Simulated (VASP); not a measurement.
Energy against volume of CsI (CsCl type). Level of theory: r2SCAN meta-GGA, VASP's PBE PAW potentials (set 64) (plane waves; VASP). Settings: 520 eV cut-off, 6×6×6 Γ-centred mesh, Gaussian smearing of 0.050 eV, potentials Cs_sv I.

```csv
V (Å³/atom),E (eV/atom)
47.620,-26.56082
49.093,-26.56286
50.566,-26.56151
52.039,-26.55734
```

### Question
Fit these four points and predict the energy of the run at 46.148 Å³/atom.

### Answer
A cubic in V^(−2/3), the third-order Birch-Murnaghan form, passes through the four points with V0 = 49.20 Å³/atom and B0 = 12 GPa, and gives -26.5547 eV/atom there. The run gave -26.5547 eV/atom, -0.0 meV/atom from the fit; all five points give B0 = 12 GPa.

The compound is CsI in the CsCl type structure. It was relaxed first.
